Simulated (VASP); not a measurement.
# SiMo (relaxed from the CoSn structure, space group P6/mmm): computed properties

Computed with PBEsol GGA, VASP's PBE PAW potentials (set 64) (plane waves; VASP).

- space group = P6/mmm (191)
- cell = a = b = 5.3050 Å, c = 4.1593 Å, α = β = 90.00°, γ = 120.00°
- volume per atom = 16.90 Å³/atom
- band gap (over mesh and band path) = none (metal, semimetal or under 0.01 eV)
- density = 6.10 g/cm³

```xyz
6
Lattice="5.3050 0.0000 0.0000 -2.6525 4.5943 0.0000 0.0000 0.0000 4.1593" Properties=species:S:1:pos:R:3 pbc="T T T"
Mo     0.0000     4.5943     0.0000
Mo     1.3263     2.2971     0.0000
Mo    -1.3263     2.2971     0.0000
Si    -2.6525     4.5943     0.0000
Si     0.0000     3.0629     2.0796
Si     2.6525     1.5314     2.0796
```

The structure was generated: SiMo was put into the CoSn type (P6/mmm), which need not be its known phase. It was relaxed first, which changed the volume by -12 %. Symmetry was kept, so distortions that lower it aren't found.
